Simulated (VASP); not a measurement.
An input for Ansatz (written as the equivalent of a VASP run, and not itself run):

Ansatz 0.2 input:
```yaml
crystal:
  lattice:
    - [2.1273200, -1.2282800, 0.0000000]
    - [2.1273200, 1.2282800, 0.0000000]
    - [-1.3790690, 0.0000000, 3.5028350]
  atoms:
    - { symbol: C, position: [0.8333600, 0.8333600, 0.0000900] }
    - { symbol: C, position: [0.1666400, 0.1666400, 0.9999100] }
kpoints:
  mp_grid: { grid: [16, 16, 9] }
hamiltonian:
  xc: lda
  pseudopotentials: { kind: paw }
scf:
  occupations: { method: gaussian, width: 0.05 }
  max_iter: 100
output: { forces: true, stress: true, eigenvalues: true }
```

### Question
Translate this input to VASP (INCAR, KPOINTS, POSCAR, choice of POTCAR).

### Answer
This is not unique; one that fits is 
File POSCAR:
```
C
1
    2.1273200000    -1.2282800000     0.0000000000
    2.1273200000     1.2282800000     0.0000000000
   -1.3790690000     0.0000000000     3.5028350000
C
2
Direct
  0.8333600000   0.8333600000   0.0000900000
  0.1666400000   0.1666400000   0.9999100000
```

**INCAR**
```
ALGO = Normal
EDIFF = 1E-6
ENCUT = 400
ISIF = 2
ISMEAR = 0
LASPH = .True.
LCHARG = .False.
LREAL = .False.
LWAVE = .False.
NELM = 100
PREC = Accurate
SIGMA = 0.05
SYSTEM = C
```

File KPOINTS:
```
kpoints
0
G
  16 16 9
0 0 0
```

POTCAR, in this order: C (LDA.64 set). Program: vasp_std.

The two are equivalent in intent, not identical: each code has its own PAW files, so the cut-off isn't converted (ENCUT is set for VASP's; basis.ecutwfc is left out, and Ansatz then takes the one that its files recommend); Ansatz stops its SCF on the density residual and VASP on the energy change (EDIFF); Ansatz's lda is the Perdew-Wang form, while the LDA potentials of VASP carry Perdew-Zunger's.

The structure comes from a computed database's C entry; how it stands against other phases isn't given here. The cell was not relaxed at this level. The run is one of a series of settings (GGA removed, POTCAR C (LDA.64 set) against the base run), some of them coarse on purpose.
